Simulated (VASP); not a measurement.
```
CELL_PARAMETERS angstrom
      6.38184     0.00000     0.00000
      0.00000     6.38184     0.00000
      0.00000     0.00000     6.38184
ATOMIC_POSITIONS crystal
  Cs 0.00000 0.00000 0.00000
  Sn 0.50000 0.50000 0.50000
  I  0.50000 0.00000 0.50000
  I  0.00000 0.50000 0.50000
  I  0.50000 0.50000 0.00000
```

Level of theory: vdW-DF2, VASP's PBE PAW potentials (set 64) (plane waves; VASP). Run with 520 eV cut-off, 4×4×4 Γ-centred mesh, tetrahedra with Blöchl corrections, potentials Cs_sv Sn_d I.

The cores are frozen, which limits the accuracy of field gradients.

**Question.** Give the principal components of the electric field gradient (V/Å²) and the asymmetry η at each nucleus.

**Answer.** 
```json
[
 {"atom": "Cs1", "Vxx": "0.0", "Vyy": "0.0", "Vzz": "0.0", "η": "-"},
 {"atom": "Sn2", "Vxx": "0.0", "Vyy": "0.0", "Vzz": "0.0", "η": "-"},
 {"atom": "I3", "Vxx": "-163.4", "Vyy": "-163.4", "Vzz": "326.9", "η": "0.00"},
 {"atom": "I4", "Vxx": "-163.4", "Vyy": "-163.4", "Vzz": "326.9", "η": "0.00"},
 {"atom": "I5", "Vxx": "-163.4", "Vyy": "-163.4", "Vzz": "326.9", "η": "0.00"}
]
```

The compound is CsSnI3 in the cubic perovskite structure, the ideal cubic form; the compound distorts at low or room temperature. It was relaxed first, which changed the volume by +8 %.
